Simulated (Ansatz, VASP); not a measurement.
# CsK2Cl3: VASP beside Ansatz, part 2 of 2

Aim: how closely do two programs agree when they are given the same cell, functional and k mesh? The cell is invented: As first built, before any earlier steps moved the atoms (in the runner's words): Cs for Na in the K2NaCl3 structure of space group P-3m1. It may not be a known or stable phase. The two relaxations start from unlike cells of this crystal (the structure described is Ansatz's start), so only their ends are compared.

VASP 6.6.1 and Ansatz 0.2.0.

So far: The starting structure; VASP: relaxation of cell and atoms, PBEsol.

### Step 3. Ansatz: relaxation of cell and atoms, PBEsol

Level of this step: Ansatz beside VASP: Kohn-Sham DFT, plane waves, PBEsol (Ansatz).

Ansatz runs on its default PAW (the set named soft_2) files.

Its own start cell and the same functional, mesh and smearing now go to Ansatz, which takes its cutoff from its data sets.

Input file input.yaml:

```yaml
crystal:
  lattice:
    - [4.5226476318, 0.0, 0.0]
    - [-2.2613238159, 3.9167277415, 0.0]
    - [0.0, 0.0, 11.1857136699]
  atoms:
    - { symbol: K, position: [0.3333333333, 0.6666666667, 0.67902339] }
    - { symbol: K, position: [0.6666666667, 0.3333333333, 0.32097661] }
    - { symbol: Cs, position: [0.0, 0.0, 0.0] }
    - { symbol: Cl, position: [0.3333333333, 0.6666666667, 0.1429916] }
    - { symbol: Cl, position: [0.6666666667, 0.3333333333, 0.8570084] }
    - { symbol: Cl, position: [0.0, 0.0, 0.5] }
kpoints:
  mp_grid: { grid: [6, 6, 2] }
scf:
  occupations: { method: gaussian, width: 0.03 }
hamiltonian:
  xc: pbesol
output:
  forces: true
  stress: true
relax:
  f_tol: 0.02
  max_steps: 60
  cell: {}
```

Started as:

```console
$ ansatz run input.yaml --threads 2 --pin off --max-ram 4096MiB --backend cpu --events-out ev --progress --plain --runs-dir out
```

Numbers of over 12 decimals in the logs are rounded to 6 here.

Output:

```text
Engine: ansatz 0.2.0, aarch64-unknown-linux-gnu
Pseudopotentials: kind: paw
Pseudopotential: K, paw, valence charge 9, recommended cutoff 420 eV (normal), K.paw.azcp
Pseudopotential: Cs, paw, valence charge 9, recommended cutoff 420 eV (normal), Cs.paw.azcp
Pseudopotential: Cl, paw, valence charge 7, recommended cutoff 420 eV (normal), Cl.paw.azcp
Functional definition: PBEsol
  exchange = pbesol_x
  correlation = pbesol_c
Crystal: 6 atoms, lattice volume = 198.144 Å³
Basis set: ecut = 420 eV, 3859 PW (Γ), exchange–correlation on 64×64×150 points (8 copies of the dense FFT grid, shifted against one another)
Bands: 30, of which v1, the nominal top of the filled ones, is band 24 counted from 1 (23 counted from 0)
Symmetry: 12 space group operations
Space group: P-3m1 (ITA 164), of the structure as read, at distance tolerance 5.8e-5 Å
k-points: 14 of 72
Non-local potential: K, projectors of the file, l = 0: 3, l = 1: 2, l = 2: 2
Non-local potential: Cs, projectors of the file, l = 0: 3, l = 1: 2, l = 2: 2, l = 3: 2
Non-local potential: Cl, projectors of the file, l = 0: 2, l = 1: 2, l = 2: 2
PAW form: soft (Blöchl's): semilocal exchange-correlation on the pseudo side does not see the compensation charge
PAW frozen core: K, regenerated for the run's functional, and the local potential with it (the file was generated under x = pbe(κ = 0.804, μ = 0.219515), c = pbe(β = 0.066725))
PAW frozen core: Cs, regenerated for the run's functional, and the local potential with it (the file was generated under x = pbe(κ = 0.804, μ = 0.219515), c = pbe(β = 0.066725))
PAW frozen core: Cl, regenerated for the run's functional, and the local potential with it (the file was generated under x = pbe(κ = 0.804, μ = 0.219515), c = pbe(β = 0.066725))
PAW one-centre angular grid: K, 110 points (default); XC on 64 Gauss nodes
PAW one-centre angular grid: Cs, 194 points (default); XC on 64 Gauss nodes
PAW one-centre angular grid: Cl, 110 points (default); XC on 64 Gauss nodes
Initial density: superposition of atomic densities (neutral atoms: chi_scale 0, normalization atom), corrected by the library's trained network
Initial wavefunctions: pseudopotential atomic-orbital guess
Functional: x = pbesol(κ = 0.804, μ = 0.123457), c = pbesol(β = 0.046)
SCF iter   1: F=—  HF=-11811.216073 eV  |F-HF|=—  |Δ(HF+E_count)|=         —  Δρ=2.92e-3  dr2=2.43e-2  ethr=1.77e-3  ⟨swp⟩=10.7  Hψ=2353  notcnv=0  defer=1
preconditioner: auto → Resta (q_TF=auto, 2.154 Å⁻¹)  ε∞=2.7  [insulator: Δε(μ)=4.471 eV  Ē_g=13.476 eV  σ=0.030 eV  W_gap=1.00  n_scr=36 (ndim 8)  ℏωp=17.5 eV  f_vac=0.103  D(μ)=0.00/eV (n_scr^D=0)  ε∞_Penn≈2.7]
SCF iter   2: F=—  HF=-11811.205925 eV  |F-HF|=—  |Δ(HF+E_count)|=   1.01e-2  Δρ=1.12e-3  dr2=2.88e-3  ethr=5.07e-5  ⟨swp⟩=2.1  Hψ=886  notcnv=0  defer=19
SCF iter   3: F=—  HF=-11811.205570 eV  |F-HF|=—  |Δ(HF+E_count)|=   3.56e-4  Δρ=3.44e-4  dr2=2.00e-4  ethr=6.00e-6  ⟨swp⟩=2.0  Hψ=550  notcnv=0  defer=19
SCF iter   4: F=—  HF=-11811.205652 eV  |F-HF|=—  |Δ(HF+E_count)|=   8.28e-5  Δρ=8.25e-5  dr2=1.99e-5  ethr=4.16e-7  ⟨swp⟩=2.6  Hψ=702  notcnv=0  defer=19
SCF iter   5: F=—  HF=-11811.205720 eV  |F-HF|=—  |Δ(HF+E_count)|=   6.75e-5  Δρ=2.67e-5  dr2=1.68e-6  ethr=4.16e-8  ⟨swp⟩=2.4  Hψ=692  notcnv=0  defer=19
SCF iter   6: F=—  HF=-11811.205724 eV  |F-HF|=—  |Δ(HF+E_count)|=   4.32e-6  Δρ=7.51e-6  dr2=1.11e-7  ethr=3.50e-9  ⟨swp⟩=2.0  Hψ=694  notcnv=0  defer=19
SCF iter   7: F=-11811.205724 eV  HF=-11811.205724 eV  |F-HF|=8.60e-9  |Δ(HF+E_count)|=   7.29e-8  Δρ=1.64e-6  dr2=7.66e-9  ethr=2.08e-10  ⟨swp⟩=4.0  Hψ=1456  notcnv=0
SCF 1 converged in 7 iterations: F = -11811.205724 eV  dr2 = 7.66e-9
  greatest PAW one-centre occupation: 0.986 electrons in one spin orbital (limit 2), on the K atom at site 1 (counted from 0), in its partial waves of l = 0
relax step   1: F+E_penalty+E_count = -11811.20572426 eV  Δ(F+E_penalty+E_count) = +0.000e0 eV  max|allowed force component| = 1.417e0 eV/Å  Δτ_max = 0.0000 Å  P = +2.272 GPa  Ω = 198.144 Å³  (7 SCF iters, dr2 threshold 1.00e-7 eV, accepted)
[...]
relax step   5: F+E_penalty+E_count = -11811.96914326 eV  Δ(F+E_penalty+E_count) = -4.930e-4 eV  max|allowed force component| = 4.664e-3 eV/Å  Δτ_max = 0.0098 Å  P = -0.002 GPa  Ω = 202.071 Å³  energy of the carried Pulay correction = -1.661e-5 eV  (6 SCF iters, dr2 threshold 2.86e-8 eV, accepted)
[...]
relax step   6: F+E_penalty+E_count = -11811.96934585 eV  Δ(F+E_penalty+E_count) = -2.026e-4 eV  max|allowed force component| = 2.942e-3 eV/Å  Δτ_max = 0.0017 Å  P = -0.006 GPa  Ω = 202.127 Å³  energy of the carried Pulay correction = -1.685e-5 eV  (5 SCF iters, dr2 threshold 8.22e-9 eV, accepted)
[...]
relax step   7: F+E_penalty+E_count = -11811.96942534 eV  Δ(F+E_penalty+E_count) = -7.949e-5 eV  max|allowed force component| = 1.870e-4 eV/Å  Δτ_max = 0.0023 Å  P = -0.004 GPa  Ω = 202.116 Å³  energy of the carried Pulay correction = -1.681e-5 eV  (7 SCF iters, accepted)
[...]
relax step   8: F+E_penalty+E_count = -11811.96944280 eV  Δ(F+E_penalty+E_count) = -1.745e-5 eV  max|allowed force component| = 1.871e-4 eV/Å  Δτ_max = 0.0000 Å  P = -0.004 GPa  Ω = 202.116 Å³  stress off target by 5.02e-3 GPa  SCF on the basis re-selected at this cell (its energy is not comparable with the rows above)  (4 SCF iters)
basis re-selected at this cell: Δ(F+E_penalty+E_count) = -1.745e-5 eV, ΔP = +0.000 GPa vs the last step (what re-selecting the basis moved, of the pressure what is left beyond the Pulay correction that the steps carried, after the strain that the cell walked since its last selection, with what the two solves' SCF thresholds leave and, on support functions, any second-order correction that the steps lacked; it is no measure of the basis error at this ecutwfc). The dense FFT grid was sized anew with the basis: this SCF ran on 32×32×80 points, the steps before it on 32×32×75, so part of this shift can come from that change (see relax.cell in the input reference). [rest of the remark cut]
SCF converged after 4 iterations
Free energy (F): -11811.969443 eV
Harris-Foulkes:  -11811.969443 eV  (|F-HF|=1.82e-12)
Internal energy: -11811.969443 eV  (E = F + TS)
E sigma→0 (E₀):  -11811.969443 eV
Fermi energy:    3.702476 eV
--- Per-component energies (eV) ---
  E_band       = -328.911735
  E_kinetic    = 1135.022058
  E_local      = -2223.939401  (includes V_loc(G=0)·N_el)
  E_nonlocal   = 144.914014
  E_hartree    = 753.906354
  E_xc         = -759.663794
  E_vxc        = -820.292841  (∫ρ·V_xc dr)
  E_paw        = -8432.573526  (= ΣΔE_a)
  E_vpaw       = -72.428423  (= ΣTr[D̂ρ^β])
  E_aug_tail   = 0.000271  (compensation charges beyond the density's cutoff)
  E_ewald      = -2430.230646
  E_core_change = 0.595227  (= ΣΔE_core)
  E_smearing   = -0.000000  (= −TS)
  E_closure    = 0.000000  (closes the sum)
  Σ components = -11811.969443   (vs F -11811.969443, Δ=0.00e0)
--- Forces (eV/Å), atoms counted from 1 ---
  atom   1  K     -0.00000000    -0.00000000    -0.00004677
  atom   2  K      0.00000000     0.00000000     0.00004677
  atom   3  Cs     0.00000000     0.00000000     0.00000000
  atom   4  Cl    -0.00000000     0.00000000    -0.00018709
  atom   5  Cl    -0.00000000    -0.00000000     0.00018709
  atom   6  Cl     0.00000000     0.00000000     0.00000000
  max |Σ_I F_I| component: 4.66e-18 eV/Å
--- Stress (GPa, compression-positive) ---
       -0.003820      -0.000000      -0.000000
       -0.000000      -0.003820      -0.000000
       -0.000000      -0.000000      -0.005020
  P = ⅓ Tr σ = -0.0042 GPa (-0.042 kbar)
--- Relaxed structure (7 steps of the walk, 7 accepted, 1 SCFs on fresh bases) ---
  F+E_penalty+E_count = -11811.96944280 eV   max|allowed force component| = 1.871e-4 eV/Å   (the final SCF, on the basis selected at the relaxed cell)
  cell:  # Å, volume = 202.1164 Å³
    - [4.550326, 0, 4.619175914005149e-18]
    - [-2.275163, 3.940698, -2.3095879570025718e-18]
    - [1.1424453853466524e-17, 0, 11.271611]
  atoms:
    - { symbol: K, position: [0.333333, 0.666667, 0.654897] }
    - { symbol: K, position: [0.666667, 0.333333, 0.345103] }
    - { symbol: Cs, position: [0, 0, 0] }
    - { symbol: Cl, position: [0.333333, 0.666667, 0.190490] }
    - { symbol: Cl, position: [0.666667, 0.333333, 0.809510] }
    - { symbol: Cl, position: [0.0, 0, 0.500000] }
```

### Step 4. Side by side

Known differences besides the potentials themselves: the cutoff is 420 eV in Ansatz and 500 eV in VASP; Ansatz makes its cores anew for this functional, VASP keeps those of its PBE data sets; Ansatz adds a Pulay correction to the stress that steers its cell, VASP none. Total energies have different zeros and are not compared.

The two programs side by side:

```csv
quantity,Ansatz,VASP,difference
volume (Å³),202.12,202.29,-0.08 %
"edge a after relaxation, in the typed setting (Å)",4.550,4.550,+0.00 %
"edge c after relaxation, in the typed setting (Å)",11.272,11.281,-0.08 %
```

### Step 5. Summary of results

```yaml
difference_in_volume_relaxation_of_cell_and_atoms_pbesol: -0.084 %
```

**Reading.** The difference in volume is -0.084 % (relaxation of cell and atoms, PBEsol), within the 1.2 % picked in this series as the mark of a large difference, as far as the stopping tolerances let one tell. Such differences can come from data sets, numerical settings and the points named under the comparisons, not from the functional's error against experiment.

[Lines on the potential files, build, host, timing and source positions are cut from VASP's logs without a mark.]

[Logs are printed without paths, hosts, clocks, repeated set-up lines and the standing remarks that a program may print on its own settings, such as how far it seeks lower states.]

[Hosts, paths, dates, database ids (printed as entryN), source tags and the programs' standing remarks are cut or masked in the printed files.]
